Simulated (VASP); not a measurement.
Level of theory: PBEsol GGA, VASP's PBE PAW potentials (set 64) (plane waves; VASP 6.6.1).

VASP input:

### KPOINTS
```
K-points
0
gamma
  10 10 10
```

### INCAR
```
SYSTEM  =  Sr3SbN
PREC  =  Accurate; ENCUT  =  520; LREAL  =  .False.
LASPH  =  .True.; NBANDS  =  72
EDIFF  =  1E-7; NELM  =  100; ALGO  =  Normal
LMAXMIX  =  4
ISMEAR  =  0; SIGMA  =  0.01
GGA  =  PS
LWAVE  =  .False.; LCHARG  =  .False.; NEDOS  =  1001
LOPTICS  =  .True.; CSHIFT  =  0.1
```

File POSCAR:
```
Sr3SbN
1
    5.1442912468    -0.0000000000    -0.0000000000
    0.0000000000     5.1442912468    -0.0000000000
    0.0000000000     0.0000000000     5.1442912468
Sr Sb N
3 1 1
Direct
  0.0000000000   0.5000000000   0.5000000000
  0.5000000000   0.0000000000   0.5000000000
  0.5000000000   0.5000000000   0.0000000000
  0.0000000000   0.0000000000   0.0000000000
  0.5000000000   0.5000000000   0.5000000000
```

POTCAR, in this order: Sr_sv Sb N (PBE.64 set). Program: vasp_std.

The dielectric response may not be converged in the k-mesh; for small gaps it tends to come out too large. Unless said otherwise, spin-orbit coupling is left out, though it shifts the bands of the heavy elements here.

Task: Predict the energy per atom (σ→0), band gap (on the k-mesh).

Result: 
```json
{
  "energy per atom (σ→0)": "-4.720 eV/atom",
  "band gap (on the k-mesh)": "0.15 eV"
}
```

**OSZICAR**
```
...
DAV:  11    -0.235987679580E+02    0.75021E-03   -0.22506E-03 10048   0.102E-01    0.614E-02
DAV:  12    -0.235987664256E+02    0.15324E-05   -0.30656E-04  9096   0.341E-02    0.659E-02
DAV:  13    -0.235987717811E+02   -0.53555E-05   -0.20958E-05  9192   0.105E-02    0.167E-02
DAV:  14    -0.235987714056E+02    0.37558E-06   -0.51758E-06  9712   0.463E-03    0.113E-02
DAV:  15    -0.235987706178E+02    0.78775E-06   -0.14139E-06  9224   0.250E-03    0.233E-03
DAV:  16    -0.235987706017E+02    0.16121E-07   -0.78115E-08  7448   0.577E-04
   1 F= -.23598771E+02 E0= -.23598771E+02  d E =-.188943E-11
 imaginary and real dielectric function
```

The structure comes from a computed database's Sr3SbN entry (Pm-3m); how it stands against other phases isn't given here. It was relaxed first.
